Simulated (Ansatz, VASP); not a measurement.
**Cross-check of Ba11Ge18O47 (glassy 62GeO2-38BaO (mol %)) between VASP and Ansatz**

Wanted: the spread between two codes on one cell, functional and k mesh. The structure shown is the start of the Ansatz relaxation below; VASP solves that cell, so the two are compared at the walk's first step.

Program: Ansatz 0.2.0. Level of theory: plane waves, with VASP 6.6.1 beside it; single point at revPBE. Results are calculated unless marked as measured.

### Step 1. The starting structure

The cell holds 76 atoms: 18 Ge, 11 Ba and 47 O. Its edges and angles: a = 10.766 Å, b = 10.766 Å, c = 10.766 Å, α = 90.0°, β = 90.0°, γ = 90.0°. As first built, before any earlier steps moved the atoms (in the runner's words): 76 atoms (18 Ge, 11 Ba, 47 O) placed at random at 4.59 g/cm^3, melted at 4000 K for 10 ps at fixed volume with the Morse and Coulomb pair potential with partial charges (Pedone, Malavasi, Menziani, Cormack and Segre, J. Phys. Chem. B 110, 11780 (2006)). Quenched from 4000 K to 300 K at 20 K/ps and fixed volume, held 10 ps at zero pressure, then minimised at fixed cell.

### Step 2. Ansatz: relaxation, revPBE

Ansatz runs on its default PAW (the set named soft_2) files.

The two programs are compared at the cell with which this relaxation starts, whose forces are those of its first step.

Input file input.yaml:

```yaml
crystal:
  lattice:
    - [10.76622, 0.0, 0.0]
    - [0.0, 10.76622, 0.0]
    - [0.0, 0.0, 10.76622]
  atoms:
    - { symbol: Ge, position: [0.90874, 0.78736, 0.22298] }
    - { symbol: Ge, position: [0.35174, 0.37813, 0.19484] }
    - { symbol: Ge, position: [0.05161, 0.08889, 0.45918] }
    - { symbol: Ge, position: [0.04998, 0.00621, 0.04456] }
    - { symbol: Ge, position: [0.70623, 0.75195, 0.98679] }
    - { symbol: Ge, position: [0.53451, 0.01908, 0.96221] }
    - { symbol: Ge, position: [0.77539, 0.15899, 0.09555] }
    - { symbol: Ge, position: [0.29785, 0.91317, 0.48332] }
    - { symbol: Ge, position: [0.73929, 0.28577, 0.58072] }
    - { symbol: Ge, position: [0.32323, 0.06988, 0.19412] }
    - { symbol: Ge, position: [0.68541, 0.56568, 0.50368] }
    - { symbol: Ge, position: [0.95534, 0.38713, 0.71076] }
    - { symbol: Ge, position: [0.21503, 0.78396, 0.7729] }
    - { symbol: Ge, position: [0.7977, 0.05574, 0.37558] }
    - { symbol: Ge, position: [0.24885, 0.50059, 0.64339] }
    - { symbol: Ge, position: [0.39579, 0.61109, 0.39234] }
    - { symbol: Ge, position: [0.58089, 0.02053, 0.59984] }
    - { symbol: Ge, position: [0.94768, 0.65973, 0.86] }
    - { symbol: Ba, position: [0.52496, 0.71012, 0.73919] }
    - { symbol: Ba, position: [0.02003, 0.3741, 0.02929] }
    - { symbol: Ba, position: [0.4078, 0.26377, 0.49013] }
    - { symbol: Ba, position: [0.56125, 0.34386, 0.84848] }
    - { symbol: Ba, position: [0.02095, 0.44347, 0.36778] }
    - { symbol: Ba, position: [0.96043, 0.77372, 0.53867] }
    - { symbol: Ba, position: [0.23355, 0.13765, 0.7558] }
    - { symbol: Ba, position: [0.85423, 0.03624, 0.78992] }
    - { symbol: Ba, position: [0.57229, 0.85888, 0.27529] }
    - { symbol: Ba, position: [0.21363, 0.7047, 0.11996] }
    - { symbol: Ba, position: [0.641, 0.49823, 0.17012] }
    - { symbol: O, position: [0.278, 0.63906, 0.71929] }
    - { symbol: O, position: [0.09421, 0.47005, 0.64894] }
    - { symbol: O, position: [0.77566, 0.74883, 0.1342] }
    - { symbol: O, position: [0.33535, 0.76156, 0.44579] }
    - { symbol: O, position: [0.75825, 0.20526, 0.44081] }
    - { symbol: O, position: [0.1823, 0.05583, 0.11985] }
    - { symbol: O, position: [0.42936, 0.99747, 0.5499] }
    - { symbol: O, position: [0.34287, 0.38838, 0.69975] }
    - { symbol: O, position: [0.29848, 0.80729, 0.90193] }
    - { symbol: O, position: [0.06036, 0.73608, 0.77525] }
    - { symbol: O, position: [0.60512, 0.87422, 0.98478] }
    - { symbol: O, position: [0.53872, 0.62571, 0.47196] }
    - { symbol: O, position: [0.43629, 0.37967, 0.06446] }
    - { symbol: O, position: [0.34323, 0.98148, 0.32423] }
    - { symbol: O, position: [0.66988, 0.98656, 0.46877] }
    - { symbol: O, position: [0.66698, 0.11432, 0.98504] }
    - { symbol: O, position: [0.00994, 0.62271, 0.99951] }
    - { symbol: O, position: [0.42281, 0.66636, 0.24176] }
    - { symbol: O, position: [0.63025, 0.93349, 0.71831] }
    - { symbol: O, position: [0.76692, 0.56665, 0.37072] }
    - { symbol: O, position: [0.24211, 0.8804, 0.64894] }
    - { symbol: O, position: [0.79547, 0.28624, 0.73782] }
    - { symbol: O, position: [0.20704, 0.43786, 0.18631] }
    - { symbol: O, position: [0.92006, 0.10369, 0.04586] }
    - { symbol: O, position: [0.6351, 0.6183, 0.94971] }
    - { symbol: O, position: [0.83023, 0.76547, 0.88811] }
    - { symbol: O, position: [0.64798, 0.41975, 0.56016] }
    - { symbol: O, position: [0.28828, 0.52775, 0.48958] }
    - { symbol: O, position: [0.61097, 0.1762, 0.62253] }
    - { symbol: O, position: [0.14313, 0.95866, 0.44697] }
    - { symbol: O, position: [0.95994, 0.11649, 0.33252] }
    - { symbol: O, position: [0.45287, 0.08564, 0.8483] }
    - { symbol: O, position: [0.78896, 0.31315, 0.10804] }
    - { symbol: O, position: [0.0093, 0.69227, 0.29598] }
    - { symbol: O, position: [0.9308, 0.04447, 0.5537] }
    - { symbol: O, position: [0.15287, 0.19941, 0.50373] }
    - { symbol: O, position: [0.85046, 0.89262, 0.33214] }
    - { symbol: O, position: [0.99778, 0.87737, 0.12232] }
    - { symbol: O, position: [0.03711, 0.28295, 0.79991] }
    - { symbol: O, position: [0.9109, 0.51615, 0.80128] }
    - { symbol: O, position: [0.08139, 0.98093, 0.89321] }
    - { symbol: O, position: [0.43199, 0.44505, 0.31703] }
    - { symbol: O, position: [0.44283, 0.03166, 0.09602] }
    - { symbol: O, position: [0.88915, 0.37144, 0.56234] }
    - { symbol: O, position: [0.72868, 0.07892, 0.22514] }
    - { symbol: O, position: [0.7509, 0.65681, 0.61162] }
    - { symbol: O, position: [0.33778, 0.22245, 0.23739] }
kpoints:
  mp_grid: { grid: [1, 1, 1] }
hamiltonian:
  xc: revpbe
scf:
  occupations: { method: gaussian, width: 0.025 }
output:
  forces: true
relax:
  f_tol: 0.05
  max_steps: 150
  cell: {}
```

Command:

```sh
$ ansatz run input.yaml --threads 4 --pin off --max-ram 8192MiB --backend cpu --events-out ev --progress --plain --runs-dir out
```

Numbers of over 12 decimals in the logs are rounded to 6 here.

Log:

```text
Engine: ansatz 0.2.0, x86_64-unknown-linux-gnu
Pseudopotentials: kind: paw
Pseudopotential: Ge, paw, valence charge 14, recommended cutoff 420 eV (normal), Ge.paw.azcp
Pseudopotential: Ba, paw, valence charge 10, recommended cutoff 420 eV (normal), Ba.paw.azcp
Pseudopotential: O, paw, valence charge 6, recommended cutoff 420 eV (normal), O.paw.azcp
Functional definition: revPBE
  parameter kappa = 1.245
  parameter beta = 0.066725
  exchange = pbe_x(kappa = kappa, mu = beta*pi^2/3)
  correlation = pbe_c(beta = beta)
Crystal: 76 atoms, lattice volume = 1247.929 Å³
Basis set: ecut = 420 eV, 24303 PW (Γ), exchange–correlation on 144×144×144 points (8 copies of the dense FFT grid, shifted against one another)
Bands: 398, of which v1, the nominal top of the filled ones, is band 322 counted from 1 (321 counted from 0)
Symmetry: 1 space group operations
Space group: P1 (ITA 1), of the structure as read, at distance tolerance 1.1e-4 Å
k-points: 1
Non-local potential: Ge, projectors of the file, l = 0: 2, l = 1: 2, l = 2: 3, l = 3: 1
Non-local potential: Ba, projectors of the file, l = 0: 3, l = 1: 2, l = 2: 2, l = 3: 2
Non-local potential: O, projectors of the file, l = 0: 2, l = 1: 2, l = 2: 1
PAW form: soft (Blöchl's): semilocal exchange-correlation on the pseudo side does not see the compensation charge
PAW frozen core: Ge, regenerated for the run's functional, and the local potential with it (the file was generated under x = pbe(κ = 0.804, μ = 0.219515), c = pbe(β = 0.066725))
PAW frozen core: Ba, regenerated for the run's functional, and the local potential with it (the file was generated under x = pbe(κ = 0.804, μ = 0.219515), c = pbe(β = 0.066725))
PAW frozen core: O, regenerated for the run's functional, and the local potential with it (the file was generated under x = pbe(κ = 0.804, μ = 0.219515), c = pbe(β = 0.066725))
PAW one-centre angular grid: Ge, 590 points (default); XC on 64 Gauss nodes
PAW one-centre angular grid: Ba, 194 points (default); XC on 64 Gauss nodes
PAW one-centre angular grid: O, 110 points (default); XC on 64 Gauss nodes
Initial density: superposition of atomic densities (neutral atoms: chi_scale 0, normalization atom), corrected by the library's trained network
Initial wavefunctions: pseudopotential atomic-orbital guess
Functional: x = revpbe(κ = 1.245, μ = 0.219515), c = pbe(β = 0.066725)
SCF iter   1: F=—  HF=-169662.042511 eV  |F-HF|=—  |Δ(HF+E_count)|=         —  Δρ=4.16e-3  dr2=2.26e-1  ethr=1.77e-3  ⟨swp⟩=6.0  Hψ=1705  notcnv=0  defer=53
preconditioner: auto → Resta (q_TF=auto, 2.443 Å⁻¹)  ε∞=3.0  [insulator: Δε(μ)=2.404 eV  Ē_g=18.827 eV  σ=0.025 eV  W_gap=1.00  n_scr=304 (ndim 8)  ℏωp=26.7 eV  f_vac=0.134  D(μ)=0.00/eV (n_scr^D=0)  ε∞_Penn≈3.0]
SCF iter   2: F=—  HF=-169662.015354 eV  |F-HF|=—  |Δ(HF+E_count)|=   2.72e-2  Δρ=2.06e-3  dr2=2.90e-2  ethr=3.51e-5  ⟨swp⟩=2.0  Hψ=650  notcnv=0  defer=71
SCF iter   3: F=—  HF=-169662.019367 eV  |F-HF|=—  |Δ(HF+E_count)|=   4.01e-3  Δρ=9.28e-4  dr2=9.84e-3  ethr=4.50e-6  ⟨swp⟩=2.0  Hψ=519  notcnv=0  defer=71
SCF iter   4: F=—  HF=-169662.022550 eV  |F-HF|=—  |Δ(HF+E_count)|=   3.18e-3  Δρ=3.66e-4  dr2=1.65e-3  ethr=1.53e-6  ⟨swp⟩=2.0  Hψ=530  notcnv=0  defer=71
SCF iter   5: F=—  HF=-169662.022658 eV  |F-HF|=—  |Δ(HF+E_count)|=   1.09e-4  Δρ=1.16e-4  dr2=1.86e-4  ethr=2.56e-7  ⟨swp⟩=2.0  Hψ=536  notcnv=0  defer=71
SCF iter   6: F=—  HF=-169662.022956 eV  |F-HF|=—  |Δ(HF+E_count)|=   2.98e-4  Δρ=5.96e-5  dr2=4.02e-5  ethr=2.89e-8  ⟨swp⟩=2.0  Hψ=608  notcnv=0  defer=71
SCF iter   7: F=—  HF=-169662.024326 eV  |F-HF|=—  |Δ(HF+E_count)|=   1.37e-3  Δρ=1.87e-5  dr2=4.44e-6  ethr=6.23e-9  ⟨swp⟩=2.0  Hψ=709  notcnv=0  defer=71
SCF iter   8: F=—  HF=-169662.024335 eV  |F-HF|=—  |Δ(HF+E_count)|=   9.42e-6  Δρ=1.18e-5  dr2=1.59e-6  ethr=6.90e-10  ⟨swp⟩=2.0  Hψ=548  notcnv=0  defer=71
SCF iter   9: F=—  HF=-169662.024336 eV  |F-HF|=—  |Δ(HF+E_count)|=   9.90e-7  Δρ=2.98e-6  dr2=1.07e-7  ethr=2.46e-10  ⟨swp⟩=2.0  Hψ=627  notcnv=0  defer=71
SCF iter  10: F=-169662.024336 eV  HF=-169662.024336 eV  |F-HF|=3.65e-8  |Δ(HF+E_count)|=   3.19e-7  Δρ=1.28e-6  dr2=2.08e-8  ethr=1.55e-11  ⟨swp⟩=4.0  Hψ=1363  notcnv=0
SCF 1 converged in 10 iterations: F = -169662.024336 eV  dr2 = 2.08e-8
  greatest PAW one-centre occupation: 0.999 electrons in one spin orbital (limit 2), on the Ge atom at site 8 (counted from 0), in its partial waves of l = 2
relax step   1: F+E_penalty+E_count = -169662.02433646 eV  Δ(F+E_penalty+E_count) = +0.000e0 eV  max|allowed force component| = 3.070e0 eV/Å  Δτ_max = 0.0000 Å  P = +8.787 GPa  Ω = 1247.929 Å³  (10 SCF iters, dr2 threshold 1.00e-7 eV, accepted)
Crystal: 76 atoms, lattice volume = 1259.999 Å³
Basis set: ecut = 420 eV, 24613 PW (Γ), exchange–correlation on 144×144×144 points (8 copies of the dense FFT grid, shifted against one another)
[...]
atom  42  O     -0.00271086    -0.00133115    -0.00428137
  atom  43  O     -0.00084085    -0.00162243     0.00427862
  atom  44  O      0.00112084    -0.00286638    -0.00466145
  atom  45  O     -0.00248347    -0.00299236    -0.00276432
  atom  46  O      0.00474175    -0.00033848     0.00778397
  atom  47  O      0.00391302     0.00204698    -0.00618799
  atom  48  O      0.00167774     0.00105499    -0.00001947
  atom  49  O      0.00751073     0.00011748    -0.00667310
  atom  50  O     -0.00366544     0.00350693     0.00247290
  atom  51  O      0.00062125    -0.01031989    -0.00047919
  atom  52  O     -0.00888789    -0.00469377    -0.00399739
  atom  53  O      0.00916958    -0.00247018    -0.00187134
  atom  54  O     -0.00434295    -0.00057376    -0.00131130
  atom  55  O     -0.00149132     0.00213646    -0.00072831
  atom  56  O      0.00774589     0.00461001    -0.00941600
  atom  57  O     -0.00207112     0.00037252    -0.00318748
  atom  58  O      0.00862337    -0.00368578     0.00717138
  atom  59  O     -0.00120327    -0.00619324    -0.00295205
  atom  60  O     -0.00039765    -0.00189910     0.00133780
  atom  61  O     -0.00323116     0.00170060    -0.00236481
  atom  62  O      0.00250788     0.00074806     0.00720651
  atom  63  O     -0.00045995     0.00185707    -0.00379080
  atom  64  O      0.00919860     0.00125746    -0.00318557
  atom  65  O     -0.00239969    -0.00090158     0.00212908
[...]
atom  69  O      0.00054731     0.00513693     0.00190415
  atom  70  O     -0.00033636     0.00021058    -0.00176665
  atom  71  O     -0.00405210     0.00172310     0.00251115
  atom  72  O     -0.00300847     0.00008139     0.00050243
  atom  73  O      0.00136482    -0.00092167    -0.00239858
  atom  74  O     -0.00294257    -0.00109688     0.00489187
  atom  75  O      0.00730465     0.00490579    -0.00325483
  atom  76  O     -0.00504537     0.00097446    -0.00004522
  max |Σ_I F_I| component: 9.94e-6 eV/Å
--- Stress (GPa, compression-positive) ---
       -0.006748      -0.001073       0.000352
       -0.001073      -0.000266      -0.003184
        0.000352      -0.003184       0.027172
  P = ⅓ Tr σ = 0.0067 GPa (0.067 kbar)
--- Relaxed structure (33 steps of the walk, 28 accepted, 3 SCFs on fresh bases) ---
  F+E_penalty+E_count = -169671.56339790 eV   max|allowed force component| = 1.937e-2 eV/Å   (the final SCF, on the basis selected at the relaxed cell)
  cell:  # Å, volume = 1348.9396 Å³
    - [10.591618, -0.018014, -0.028995]
    - [-0.018014, 11.023878, -0.040403]
    - [-0.028995, -0.040403, 11.553287]
  atoms:
    - { symbol: Ge, position: [0.916666, 0.824286, 0.215559] }
    - { symbol: Ge, position: [0.349379, 0.376461, 0.184403] }
    - { symbol: Ge, position: [0.060830, 0.064999, 0.489745] }
    - { symbol: Ge, position: [0.046621, 0.029891, 0.026290] }
    - { symbol: Ge, position: [0.720064, 0.781549, 0.989069] }
    - { symbol: Ge, position: [0.557097, 0.059713, 0.981037] }
    - { symbol: Ge, position: [0.789267, 0.186849, 0.131687] }
    - { symbol: Ge, position: [0.289090, 0.867056, 0.525381] }
    - { symbol: Ge, position: [0.727002, 0.276826, 0.590262] }
    - { symbol: Ge, position: [0.313186, 0.072261, 0.164223] }
    - { symbol: Ge, position: [0.682250, 0.546774, 0.505562] }
    - { symbol: Ge, position: [0.976369, 0.410288, 0.710892] }
    - { symbol: Ge, position: [0.230117, 0.753291, 0.782941] }
    - { symbol: Ge, position: [0.818463, 0.060433, 0.394794] }
    - { symbol: Ge, position: [0.262237, 0.490042, 0.643743] }
    - { symbol: Ge, position: [0.394492, 0.592673, 0.398090] }
    - { symbol: Ge, position: [0.573677, 0.011742, 0.565185] }
    - { symbol: Ge, position: [0.963645, 0.660446, 0.860764] }
    - { symbol: Ba, position: [0.567668, 0.715874, 0.734212] }
    - { symbol: Ba, position: [0.027666, 0.385596, 0.016797] }
    - { symbol: Ba, position: [0.382757, 0.260646, 0.469688] }
    - { symbol: Ba, position: [0.543064, 0.338998, 0.842335] }
    - { symbol: Ba, position: [-0.045674, 0.372253, 0.366989] }
    - { symbol: Ba, position: [0.955199, 0.734871, 0.497918] }
    - { symbol: Ba, position: [0.229998, 0.134801, 0.779335] }
    - { symbol: Ba, position: [0.831262, 0.030676, 0.776729] }
    - { symbol: Ba, position: [0.534920, 0.877059, 0.280462] }
    - { symbol: Ba, position: [0.213477, 0.714911, 0.130150] }
    - { symbol: Ba, position: [0.632630, 0.519364, 0.175262] }
    - { symbol: O, position: [0.317271, 0.621369, 0.724621] }
    - { symbol: O, position: [0.093515, 0.497375, 0.630117] }
    - { symbol: O, position: [0.766726, 0.787484, 0.139376] }
    - { symbol: O, position: [0.289612, 0.722310, 0.463023] }
    - { symbol: O, position: [0.771500, 0.217583, 0.448929] }
    - { symbol: O, position: [0.196810, 0.106310, 0.054106] }
    - { symbol: O, position: [0.420775, 0.966402, 0.495242] }
    - { symbol: O, position: [0.335473, 0.362030, 0.702447] }
    - { symbol: O, position: [0.284347, 0.783515, 0.919051] }
    - { symbol: O, position: [0.062149, 0.732830, 0.752304] }
    - { symbol: O, position: [0.657048, 0.929228, 0.947343] }
    - { symbol: O, position: [0.532975, 0.627444, 0.485315] }
    - { symbol: O, position: [0.451345, 0.392817, 0.066295] }
    - { symbol: O, position: [0.291572, 0.946186, 0.248161] }
    - { symbol: O, position: [0.667971, 0.983587, 0.440349] }
    - { symbol: O, position: [0.673129, 0.176783, 1.015616] }
    - { symbol: O, position: [0.036767, 0.619031, 0.988177] }
    - { symbol: O, position: [0.420576, 0.667853, 0.263371] }
    - { symbol: O, position: [0.622165, 0.925742, 0.681124] }
    - { symbol: O, position: [0.766869, 0.527874, 0.376745] }
    - { symbol: O, position: [0.283220, 0.871385, 0.682569] }
    - { symbol: O, position: [0.743399, 0.243340, 0.738761] }
    - { symbol: O, position: [0.194867, 0.432309, 0.174846] }
    - { symbol: O, position: [0.933364, 0.146898, 0.055348] }
[...]
- { symbol: O, position: [0.895479, 0.520841, 0.804280] }
    - { symbol: O, position: [0.048536, 1.006628, 0.878306] }
    - { symbol: O, position: [0.435001, 0.435042, 0.313300] }
    - { symbol: O, position: [0.467060, 0.022619, 0.104508] }
    - { symbol: O, position: [0.883098, 0.371978, 0.587572] }
    - { symbol: O, position: [0.747069, 0.087415, 0.243388] }
    - { symbol: O, position: [0.754677, 0.648126, 0.603164] }
    - { symbol: O, position: [0.342539, 0.214778, 0.236409] }
```

(Part 1 of 2 ends here.)

[Lines on the potential files, build, host, timing and source positions are cut from VASP's logs without a mark.]

[Logs are printed without paths, hosts, clocks, repeated set-up lines and the standing remarks that a program may print on its own settings, such as how far it seeks lower states.]

[Hosts, paths, dates, database ids (printed as entryN), source tags and the programs' standing remarks are cut or masked in the printed files.]
